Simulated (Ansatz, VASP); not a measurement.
**Ir16Se in VASP and in Ansatz**

```
CELL_PARAMETERS angstrom
5.47394 0.00000 0.00000
0.00000 7.74131 0.00000
0.00000 0.00000 20.96020
ATOMIC_POSITIONS crystal
Ir 0.25000 0.25000 0.19084
Ir 0.25000 0.75000 0.19084
Ir 0.75000 0.25000 0.19084
Ir 0.75000 0.75000 0.19084
Ir 0.00000 0.00000 0.25613
Ir 0.00000 0.50000 0.25613
Ir 0.50000 0.00000 0.25613
Ir 0.50000 0.50000 0.25613
Ir 0.25000 0.25000 0.32071
Ir 0.25000 0.75000 0.32071
Ir 0.75000 0.25000 0.32071
Ir 0.75000 0.75000 0.32071
Ir 0.00000 0.00000 0.37978
Ir 0.00000 0.50000 0.37978
Ir 0.50000 0.00000 0.37978
Ir 0.50000 0.50000 0.37978
Se 0.00000 0.00000 0.58827
```

Alike in both runs: task single point; functional PBE; k mesh 5 × 4 × 1; occupations gaussian, width 0.1 eV; no spin polarisation.

|  | VASP | Ansatz |
| --- | --- | --- |
| version | VASP 6.6.1 | Ansatz 0.2.0 |
| potentials or method | VASP PAW PBE potentials, release 64 (Ir, Se) | scalar-relativistic, plane waves, PAW |
| plane-wave cutoff (eV) | 520 | 420 |
| valence electrons in the cell | 150 | 288 |

|  | VASP | Ansatz | Ansatz less VASP |
| --- | --- | --- | --- |
| gap on the k mesh at the Fermi level (eV) | none | none | - |
| rms of the force components (eV/Å) | 0.462 | 0.460 | -0.0021 |
| work function, face that differs most (eV) | 6.37 | 6.37 | +0.001 |

Atom by atom the forces differ by 0.020 eV/Å (rms over components). A gap of «none» marks a metal or a gap that the smearing closes. The two sets of potentials don't hold the same shells in valence.

Spin-orbit coupling is left out, which matters for the levels of Ir.
